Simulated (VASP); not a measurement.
Input:

```
CELL_PARAMETERS angstrom
      1.66595    -2.88550     0.00000
      1.66595     2.88550     0.00000
      0.00000     0.00000     5.18747
ATOMIC_POSITIONS crystal
  Sc 0.33333 0.66667 0.26928
  Sc 0.66667 0.33333 0.75000
```

The numbers are results of r2SCAN meta-GGA, VASP's PBE PAW potentials (set 64) (plane waves; VASP 6.6.1), not measurements. Numerical set-up: 480 eV cut-off, 12×12×8 Γ-centred mesh, first-order Methfessel-Paxton smearing of 0.10 eV, potentials Sc_sv.

**Question.** Estimate the energy per atom (σ→0), largest force, band gap (on the k-mesh) with the smallest direct gap where there is one.

**Answer.** 
The band gap (on the k-mesh) is none (metal, semimetal or under 0.01 eV) and the energy per atom (σ→0) comes out as -11.344 eV/atom. The largest force comes out as 0.484 eV/Å.

Total energies compare only between runs with the same potentials, cut-off and functional.

The compound is Sc in the hcp structure. This cell was strained or had an atom moved on purpose.
